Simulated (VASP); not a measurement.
Energy against volume of CdSe (wurtzite). Computed with PBE GGA with D4 dispersion, VASP's PBE PAW potentials (set 64) (plane waves; VASP). Settings: 520 eV cut-off, 6×6×3 Γ-centred mesh, Gaussian smearing of 0.050 eV, potentials Cd Se.

Shape and ions are relaxed at each volume.

```tsv
V (Å³/atom)	E (eV/atom)
27.020	-3.03756
27.883	-3.05150
28.745	-3.05584
29.608	-3.05213
```

### Question
Fit these four points and predict the energy of the run at 30.470 Å³/atom.

### Answer
A cubic in V^(−2/3), the third-order Birch-Murnaghan form, passes through the four points with V0 = 28.75 Å³/atom and B0 = 50 GPa, and gives -3.0417 eV/atom there. The run gave -3.0416 eV/atom, +0.1 meV/atom from the fit; all five points give B0 = 50 GPa.

The compound is CdSe in the wurtzite structure. It was relaxed first.
